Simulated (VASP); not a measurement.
A cell of CoSi₂ (fluorite) near equilibrium:

```
CELL_PARAMETERS angstrom
      0.00000     2.67870     2.67870
      2.67870     0.00000     2.67870
      2.67870     2.67870     0.00000
ATOMIC_POSITIONS crystal
  Co 0.00000 0.00000 0.00000
  Si 0.25000 0.25000 0.25000
  Si 0.75000 0.75000 0.75000
```

All values below come from PBE GGA, VASP's PBE PAW potentials (set 64) (plane waves; VASP).

| run | ΔE (meV/atom) | σxx | σyy | σzz | largest shear component, with its sign (GPa) | largest force (eV/Å) |
|---|---|---|---|---|---|---|
| as it is | 0.0 | 0.05 | 0.05 | 0.05 | 0.00 | 0.000 |
| after one change | 88.8 | -15.73 | -15.73 | -15.73 | 0.00 | 0.000 |
Stress is in GPa, positive when the cell is compressed.

**Question.** What was changed between the two runs?
A) biaxial strain of -2.0 % in the yz plane
B) atom 2 (Si) moved by 0.200 Å along z
C) isotropic strain of +4.0 %
D) atom 3 (Si) moved by 0.025 Å along z

**Answer.** C, isotropic strain of +4.0 %

The compound is CoSi2 in the fluorite structure. The run is not spin-polarised, so no magnetic state was tried. The electron count is odd and the run is not spin-polarised, which forces a metal.
